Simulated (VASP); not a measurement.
## SiNi2 (space group P6_3/mmc): computed properties

All values below come from LDA (Ceperley-Alder, Perdew-Zunger), VASP's LDA PAW potentials (set 64) (plane waves; VASP 6.6.1).

```json
{
  "space_group": "P6_3/mmc (194)",
  "cell": "a = 3.833 Å, b = 3.833 Å, c = 4.872 Å, α = 90.00°, β = 90.00°, γ = 120.00°",
  "volume_per_atom": "10.33 Å³/atom",
  "band gap (over mesh and band path)": "none (metal, semimetal or under 0.01 eV)",
  "band_gap_with_spin_orbit_coupling": "none (metallic)",
  "density": "7.79 g/cm³"
}
```

```yaml
crystal:
  lattice:
    - [3.83303, 0.00000, 0.00000]
    - [-1.91652, 3.31950, 0.00000]
    - [0.00000, 0.00000, 4.87184]
  atoms:
    - { symbol: Si, position: [0.66667, 0.33333, 0.25000] }
    - { symbol: Si, position: [0.33333, 0.66667, 0.75000] }
    - { symbol: Ni, position: [0.33333, 0.66667, 0.25000] }
    - { symbol: Ni, position: [0.66667, 0.33333, 0.75000] }
    - { symbol: Ni, position: [0.00000, 0.00000, 0.50000] }
    - { symbol: Ni, position: [0.00000, 0.00000, 0.00000] }
```

The structure comes from a computed database's SiNi2 entry (P6_3/mmc); how it stands against other phases isn't given here. It was relaxed first. Symmetry was kept, so distortions that lower it aren't found. The run is not spin-polarised, so no magnetic state was tried.
